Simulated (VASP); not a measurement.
Input:

```yaml
crystal:
  lattice:
    - [3.14608, 0.00000, 0.00000]
    - [-1.57304, 2.72459, 0.00000]
    - [0.00000, 0.00000, 25.98665]
  atoms:
    - { symbol: W, position: [0.66667, 0.33333, 0.37826] }
    - { symbol: W, position: [0.33333, 0.66667, 0.62174] }
    - { symbol: S, position: [0.33333, 0.66667, 0.43861] }
    - { symbol: S, position: [0.33333, 0.66667, 0.31795] }
    - { symbol: S, position: [0.66667, 0.33333, 0.68205] }
    - { symbol: S, position: [0.66667, 0.33333, 0.56139] }
```

Calculation: PBEsol GGA, VASP's PBE PAW potentials (set 64) (plane waves; VASP). Numerical set-up: PREC = Normal, 400 eV cut-off, 12×12×1 Γ-centred mesh, Gaussian smearing of 0.050 eV, potentials W_sv S.

### Question
Predict the energy per atom (σ→0).

### Answer

```
Item                           Result
---------------------  --------------
energy per atom (σ→0)  -8.420 eV/atom
```

Total energies compare only between runs with the same potentials, cut-off and functional.

The cell is a sheet with vacuum, built from WS2 (2H layered).
